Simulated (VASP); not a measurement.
An input for Ansatz (written as the equivalent of a VASP run, and not itself run):

Ansatz 0.2 input:
```yaml
crystal:
  lattice:
    - [1.7797804, -3.0826701, 0.0000000]
    - [1.7797804, 3.0826701, 0.0000000]
    - [0.0000000, 0.0000000, 4.5435810]
  atoms:
    - { symbol: Pt, position: [0.0000000, 1.0000000, 0.0000000] }
    - { symbol: S, position: [0.3333330, 0.6666670, 0.2615106] }
    - { symbol: S, position: [0.6666670, 0.3333330, 0.7384894] }
kpoints:
  mp_grid: { grid: [10, 10, 7] }
hamiltonian:
  xc: lda
  pseudopotentials: { kind: paw }
scf:
  occupations: { method: methfessel_paxton, width: 0.1 }
  max_iter: 100
relax:
  max_steps: 40
  f_tol: 0.02
  cell: {}
output: { forces: true, stress: true, eigenvalues: true }
```

**Question.** Translate this input to VASP (INCAR, KPOINTS, POSCAR, choice of POTCAR).

**Answer.** This is not unique; one that fits is 
File KPOINTS:
```
kpoints
0
G
10 10 7
0 0 0
```

INCAR:
```
SYSTEM=PtS2
PREC=Accurate; ENCUT=500; LREAL=.False.
LASPH=.True.
EDIFF=1E-6; NELM=100; ALGO=Normal
LMAXMIX=6
ISMEAR=1; SIGMA=0.1
IBRION=2; NSW=40; ISIF=3
EDIFFG=-0.02
LWAVE=.False.; LCHARG=.False.
```

**POSCAR**
```
PtS2
1
    1.7797803868    -3.0826701278    -0.0000000000
    1.7797803868     3.0826701278     0.0000000000
   -0.0000000000    -0.0000000000     4.5435810187
Pt S
1 2
Direct
  0.0000000000   1.0000000000   0.0000000000
  0.3333330000   0.6666670000   0.2615105611
  0.6666670000   0.3333330000   0.7384894389
```

POTCAR, in this order: Pt S (LDA.64 set). Program: vasp_std.

What does not carry over: each code has its own PAW files, so the cut-off isn't converted (ENCUT is set for VASP's; basis.ecutwfc is left out, and Ansatz then takes the one that its files recommend); Ansatz stops its SCF on the density residual and VASP on the energy change (EDIFF); Ansatz's lda is the Perdew-Wang form, while the LDA potentials of VASP carry Perdew-Zunger's.

The compound is PtS2 in the 1T layered structure. It was relaxed first, which changed the volume by -9 %.
